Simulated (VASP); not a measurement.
Data:

```
CELL_PARAMETERS angstrom
      2.01088     1.16098     3.44161
     -2.01088     1.16098     3.44161
      0.00000    -2.32196     3.44161
ATOMIC_POSITIONS crystal
  Lu 0.76240 0.76240 0.76240
  As 0.23760 0.23760 0.23760
```

The numbers are results of PBE GGA, VASP's PBE PAW potentials (set 64) (plane waves; VASP 6.6.1), not measurements. Settings: 300 eV cut-off, 8×8×8 Γ-centred mesh, Fermi-Dirac smearing of 0.10 eV, potentials Lu_3 As.

At this cut-off the stress carries a Pulay error, which pulls relaxed volumes low.

### Question
Which forces act on the atoms, in eV/Å?

### Answer

```
atom     Fx     Fy      Fz
----  -----  -----  ------
Lu1   0.000  0.000  -1.074
As2   0.000  0.000   1.074
```

### Question
Give the stress tensor in GPa (positive for a compressed cell).

### Answer

```
 0.80   0.00   0.00
 0.00   0.80   0.00
 0.00   0.00  -4.65
```
The pressure is its mean diagonal, -1.02 GPa.

The structure was generated: LuAs was put into an ordered model structure, which need not be its known phase. The cell was not relaxed at this level.
